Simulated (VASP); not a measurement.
An input for Quantum ESPRESSO's pw.x (written as the equivalent of a VASP run, and not itself run):

```
&CONTROL
  calculation = 'vc-relax'
  pseudo_dir = './pseudo'
  outdir = './out'
  tprnfor = .true.
  tstress = .true.
  nstep = 30
  forc_conv_thr = 0.00039
/
&SYSTEM
  ibrav = 0
  nat = 5
  ntyp = 3
  ecutwfc = 84
  occupations = 'smearing'
  smearing = 'gaussian'
  degauss = 0.003675
  input_dft = 'rpbe'
/
&ELECTRONS
  conv_thr = 7.3e-09
  electron_maxstep = 100
/
&IONS
/
&CELL
  cell_dofree = 'shape'
/
ATOMIC_SPECIES
  Ba 137.327 Ba.upf
  Ti 47.867 Ti.upf
  O 15.999 O.upf
CELL_PARAMETERS angstrom
     3.9583025    0.0000000    0.0000000
     0.0000000    3.9583025    0.0000000
     0.0000000    0.0000000    4.4141726
ATOMIC_POSITIONS crystal
  Ba   0.0000000  0.0000000  0.0274812
  Ti   0.5000000  0.5000000  0.5402763
  O    0.5000000  0.5000000  0.9426658
  O    0.0000000  0.5000000  0.4767884
  O    0.5000000  0.0000000  0.4767884
K_POINTS automatic
  6 6 5 0 0 0
```

### Question
Write the VASP files for the same calculation (RPBE).

### Answer
One answer among several that fit: 
### KPOINTS
```
K-points
0
Gamma
 6 6 5
```

**INCAR**
```
! general
SYSTEM  = BaTiO3
PREC    = Accurate
ENCUT   = 520
LREAL   = .FALSE.
LASPH   = .TRUE.

! electronic loop
EDIFF   = 1E-7
NELM    = 100
ALGO    = Normal
LMAXMIX = 4

! smearing
ISMEAR  = 0
SIGMA   = 0.05

! functional
GGA     = RP

! ions
IBRION  = 2
NSW     = 30
ISIF    = 4
EDIFFG  = -0.01

! output
LWAVE   = .FALSE.
LCHARG  = .FALSE.
```

File POSCAR:
```
BaTiO3
1
    3.9583025434     0.0000000000     0.0000000000
    0.0000000000     3.9583025434     0.0000000000
    0.0000000000     0.0000000000     4.4141725596
Ba Ti O
1 1 3
Direct
  0.0000000000   0.0000000000   0.0274811994
  0.5000000000   0.5000000000   0.5402763465
  0.5000000000   0.5000000000   0.9426657517
  0.0000000000   0.5000000000   0.4767883512
  0.5000000000   0.0000000000   0.4767883512
```

POTCAR, in this order: Ba_sv Ti_sv O (PBE.64 set). Program: vasp_std.

The two are equivalent in intent, not identical: the potentials are each code's own (VASP's PAW set, PseudoDojo norm-conserving files in pw.x), so ENCUT and ecutwfc are chosen apart and not converted; conv_thr bounds pw.x's estimated SCF error, while EDIFF bounds the energy change between steps; forc_conv_thr acts on force components and is met together with etot_conv_thr.

The compound is BaTiO3 in the tetragonal perovskite structure. This cell is one point of a volume scan, at 0.97 of the reference volume. Symmetry was kept, so distortions that lower it aren't found.
